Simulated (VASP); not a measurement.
Consider the following.

```xyz
3
Lattice="0.0000 2.9490 2.9490 2.9490 0.0000 2.9490 2.9490 2.9490 0.0000" Properties=species:S:1:pos:R:3 pbc="T T T"
Al     1.4745     1.4745     1.4745
Al     4.4235     4.4235     4.4235
Au     0.0000     0.0000     0.0000
```

Calculation: LDA (Ceperley-Alder, Perdew-Zunger), VASP's LDA PAW potentials (set 64) (plane waves; VASP). Numerical set-up: 520 eV cut-off, 9×9×9 Γ-centred mesh, first-order Methfessel-Paxton smearing of 0.10 eV, potentials Al Au.

Unless said otherwise, spin-orbit coupling is left out, though it shifts the bands of the heavy elements here.

Task: Predict the energy per atom (σ→0), pressure, band gap (on the k-mesh) with the smallest direct gap where there is one.

Result: 
```
Property                                                     Value
------------------------  ----------------------------------------
band gap (on the k-mesh)  none (metal, semimetal or under 0.01 eV)
energy per atom (σ→0)                               -4.755 eV/atom
pressure                                                  4.05 GPa
```

The compound is AuAl2 in the fluorite structure. This cell is one point of a volume scan, at 0.97 of the reference volume. The electron count is odd and the run is not spin-polarised, which forces a metal.
